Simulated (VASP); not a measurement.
An input for Quantum ESPRESSO's pw.x (written as the equivalent of a VASP run, and not itself run):

```
&CONTROL
  calculation = 'scf'
  pseudo_dir = './pseudo'
  outdir = './out'
  tprnfor = .true.
  tstress = .true.
/
&SYSTEM
  ibrav = 0
  nat = 2
  ntyp = 2
  ecutwfc = 82.3
  occupations = 'tetrahedra'
  input_dft = 'rpbe'
/
&ELECTRONS
  conv_thr = 7.3e-09
  electron_maxstep = 100
/
ATOMIC_SPECIES
  Ba 137.327 Ba.upf
  Te 127.600 Te.upf
CELL_PARAMETERS angstrom
     0.0000000    3.5957754    3.5957754
     3.5957754    0.0000000    3.5957754
     3.5957754    3.5957754    0.0000000
ATOMIC_POSITIONS crystal
  Ba   0.0000000  0.0000000  0.0000000
  Te   0.5000000  0.5000000  0.5000000
K_POINTS automatic
  7 7 7 0 0 0
```

Write the VASP files for the same calculation (RPBE).

Several could match; the one computed here: 
### KPOINTS
```
Regular mesh
0
gamma
 7 7 7
0 0 0
```

**INCAR**
```
ENCUT=520   ! plane-wave cut-off (eV)
NEDOS=601
GGA=RP   ! RPBE
LORBIT=11
LREAL=F   ! projection in real space or not
NELM=100   ! most electronic steps
ISIF=2   ! forces and stress, cell fixed
LMAXMIX=4   ! l cut-off of mixed one-centre charges
ISMEAR=-5   ! tetrahedra, Bloechl
EDIFF=1E-7   ! SCF stop (eV)
ALGO=Normal   ! blocked Davidson
PREC=Accurate
LCHARG=T
SYSTEM=BaTe
LASPH=T   ! aspherical one-centre terms
LWAVE=F
```

File POSCAR:
```
BaTe
1
    0.0000000000     3.5957753745     3.5957753745
    3.5957753745     0.0000000000     3.5957753745
    3.5957753745     3.5957753745     0.0000000000
Ba Te
1 1
Direct
  0.0000000000   0.0000000000   0.0000000000
  0.5000000000   0.5000000000   0.5000000000
```

POTCAR, in this order: Ba_sv Te (PBE.64 set). Program: vasp_std.

The two are equivalent in intent, not identical: the potentials are each code's own (VASP's PAW set, PseudoDojo norm-conserving files in pw.x), so ENCUT and ecutwfc are chosen apart and not converted; conv_thr bounds pw.x's estimated SCF error, while EDIFF bounds the energy change between steps.

The compound is BaTe in the rock salt structure. It was relaxed first, which changed the volume by +8 %.
